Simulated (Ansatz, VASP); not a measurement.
# Cr (Chromium) in two plane-wave programs, part 2 of 2

Wanted: the spread between two codes on one cell, functional and k mesh.  The cell comes out of the VASP series on this material, whose earlier steps may have relaxed, scaled or displaced it; both programs get it as it stands.

VASP 6.6.1 and Ansatz 0.2.0.

So far. Step 4 (Differences): The walks stopped with 0.00 GPa left in Ansatz and -0.03 GPa in VASP; each walk ends within a tolerance, so the volume difference is uncertain by about these residues over the bulk modulus, most in soft cells.

## (5) Ansatz: relaxation of cell and atoms, LDA

Level of this step: Ansatz beside VASP: Kohn-Sham DFT, plane waves, LDA (Ansatz).

The relaxed volume is the usual yardstick between codes: its relative difference is about their pressure difference at one cell divided by the bulk modulus. The cell compared in this pair holds 10.84 Å³, against 11.12 Å³ for the pair before.

The cell comes out of the VASP series on this material, whose earlier steps may have relaxed, scaled or displaced it; both programs get it as it stands.

File input.yaml:

```yaml
crystal:
  lattice:
    - [-1.3943326063, 1.3943326063, 1.3943326063]
    - [1.3943326063, -1.3943326063, 1.3943326063]
    - [1.3943326063, 1.3943326063, -1.3943326063]
  atoms:
    - { symbol: Cr, position: [0.0, 0.0, 0.0], spin: 3.0 }
hamiltonian:
  xc: lda
  pseudopotentials: { kind: paw }
magnetization:
  spin_polarized: true
kpoints:
  mp_grid: { grid: [24, 24, 24] }
scf:
  occupations: { method: methfessel_paxton, width: 0.15 }
relax:
  f_tol: 0.01
  max_steps: 60
  cell: { stress_tol: 0.05 }
output:
  forces: true
  stress: true
  write_density: true
  write_potential: true
  elf: true
  volumetric_format: npy
```

Launch:

```console
ansatz run input.yaml --threads 4 --pin off --max-ram 9216MiB --backend cpu --events-out ev --progress --plain --runs-dir out
```

Numbers of over 12 decimals in the logs are rounded to 6 here.

Log:

```text
[...]
Crystal: 1 atoms, lattice volume = 10.843 Å³
Basis set: ecut = 420 eV, 201 PW (Γ)
Bands: 13, of which v1, the nominal top of the filled ones, is band 7 counted from 1 (6 counted from 0)
Symmetry: 48 space group operations
[...]
k-points: 413 of 13824
[...]
Starting moments: Σ|m| = 3 μB on 1 of 1 site
[...]
k-point 412 ↓: bands = [... 3 lower, -22.4888, 15.7791, 15.7791, 23.2678, 23.2678, 23.2678, 31.7306, 31.7306, ... 2 higher]
--- Relaxed structure (2 steps of the walk, 2 accepted, 1 SCFs on fresh bases) ---
[...]
cell:  # Å, volume = 10.8410 Å³
    - [-1.394236, 1.394236, 1.394236]
    - [1.394236, -1.394236, 1.394236]
    - [1.394236, 1.394236, -1.394236]
  atoms:
    - { symbol: Cr, position: [0.0, 0.0, 0.0] }
[key lines of the parts left out:]
SCF converged after 2 iterations
Magnetization: 0.0000 μB (7.0000 up, 7.0000 down)
Free energy (F): -3323.067798 eV
Fermi energy:    20.599483 eV
P = ⅓ Tr σ = -0.0214 GPa (-0.214 kbar)
```

It took 7.6 s on 4 threads of Arm Neoverse V1, shared host; peak memory 0.41 GiB; 28 s of CPU time.

## (6) VASP: relaxation of cell and atoms, LDA

The same cell, functional (in two slightly different forms), mesh and smearing now go to VASP, with its own data sets and cutoff.

File INCAR:

```
SYSTEM = Cr
PREC = Accurate
ENCUT = 520
EDIFF = 1E-07
NELM = 100
ISMEAR = 1
SIGMA = 0.15
LREAL = .FALSE.
ALGO = Normal
GGA = CA
NBANDS = 14
ISPIN = 2
MAGMOM = 3
LASPH = .TRUE.
LMAXMIX = 4
LORBIT = 11
LWAVE = .FALSE.
LCHARG = .FALSE.
KPAR = 4
IBRION = 2
NSW = 50
ISIF = 3
EDIFFG = -0.005
```

File POSCAR:

```
Cr
1.0
   -1.3943326063      1.3943326063      1.3943326063
    1.3943326063     -1.3943326063      1.3943326063
    1.3943326063      1.3943326063     -1.3943326063
Cr
1
Direct
    0.0000000000      0.0000000000      0.0000000000
```

File KPOINTS:

```
Automatic mesh
0
Gamma
24 24 24
0 0 0
```

Potentials, in the order of the species: Cr_pv (LDA family, release 64).

Launch:

```console
mpirun -np 4 vasp_std
```

Log:

```text
[banner, memory and clock lines left out]
running    4 mpi-ranks, on    1 nodes
[...]
LDA part: xc-table for (Slater(with rela. corr.)+CA(PZ))
 , standard interpolation
 POSCAR, INCAR and KPOINTS ok, starting setup
[...]
entering main loop
       N       E                     dE             d eps       ncg     rms          rms(c)
DAV:   1     0.798201119335E+02    0.79820E+02   -0.64650E+03 23582   0.999E+02
DAV:   2    -0.952909638680E+01   -0.89349E+02   -0.85142E+02 24196   0.270E+02
DAV:   3    -0.108408122637E+02   -0.13117E+01   -0.13081E+01 25624   0.377E+01
DAV:   4    -0.108460465073E+02   -0.52342E-02   -0.52342E-02 25390   0.235E+00
[...]
DAV:  12    -0.106296795554E+02   -0.35881E-05   -0.59093E-07 25288   0.737E-03    0.647E-03
DAV:  13    -0.106296808209E+02   -0.12656E-05   -0.20217E-07 22082   0.355E-03    0.132E-03
DAV:  14    -0.106296808319E+02   -0.11016E-07   -0.89412E-09 11690   0.134E-03
   1 F= -.10629681E+02 E0= -.10629762E+02  d E =-.106297E+02  mag=    -0.0000
[...]
reached required accuracy - stopping structural energy minimisation
```

OUTCAR, selected parts (step 6):

```text
  Total       -0.0029542     -0.0029542     -0.0029542     -0.0000000      0.0000000      0.0000000
  in kB       -0.4365063     -0.4365063     -0.4365063     -0.0000000      0.0000000      0.0000000
  external PRESSURE =      -0.4365063 kB  Pullay stress =       0.0000000 kB

 POSITION                                       TOTAL-FORCE (eV/Angst)
 -----------------------------------------------------------------------------------
      0.00000      0.00000      0.00000        -0.000000      0.000000     -0.000000
 -----------------------------------------------------------------------------------
    total drift:                               -0.000000      0.000000      0.000000

  FREE ENERGIE OF THE ION-ELECTRON SYSTEM (eV)
  ---------------------------------------------------
  free  energy   TOTEN  =       -10.6296808319 eV

  energy  without entropy=      -10.6299254610  energy(sigma->0) =      -10.62976237

 magnetization (x)
# of ion       s       p       d       tot
------------------------------------------
    1       -0.000  -0.000   0.000   0.000

[... 2 parts as in an earlier step ...]

[... 2 further parts left out ...]
[key lines of the parts left out:]
E-fermi :  11.7658
```

## (7) Differences

What differs besides the data sets and the points named for the pairs above, as far as they apply: the two LDA forms differ slightly; Ansatz makes its cores anew for this functional, VASP keeps those of its LDA data sets. Total energies have different zeros and are not compared.

Compared:

| quantity | Ansatz | VASP | difference |
| --- | --- | --- | --- |
| volume (Å³) | 10.84 | 10.84 | -0.02 % |
| edge a after relaxation, in the typed setting (Å) | 2.415 | 2.415 | -0.01 % |

The walks stopped with -0.02 GPa left in Ansatz and -0.04 GPa in VASP; each walk ends within a tolerance, so the volume difference is uncertain by about these residues over the bulk modulus, most in soft cells.

## (8) Results

```json
{"difference in volume (relaxation of cell and atoms, PBEsol)": "0.19 %", "difference in volume (relaxation of cell and atoms, LDA)": "-0.021 %"}
```

In words: The difference in volume is 0.19 % (relaxation of cell and atoms, PBEsol), within the 1.2 % picked in this series as the mark of a large difference, as far as the stopping tolerances let one tell. How closely two codes agree says nothing of how well the functional describes the real material.

[Lines on the potential files, build, host, timing and source positions are cut from VASP's logs without a mark.]

[Logs are printed without paths, hosts, clocks, repeated set-up lines and the standing remarks that a program may print on its own settings, such as how far it seeks lower states.]

[Hosts, paths, dates, database ids (printed as entryN), source tags and the programs' standing remarks are cut or masked in the printed files.]
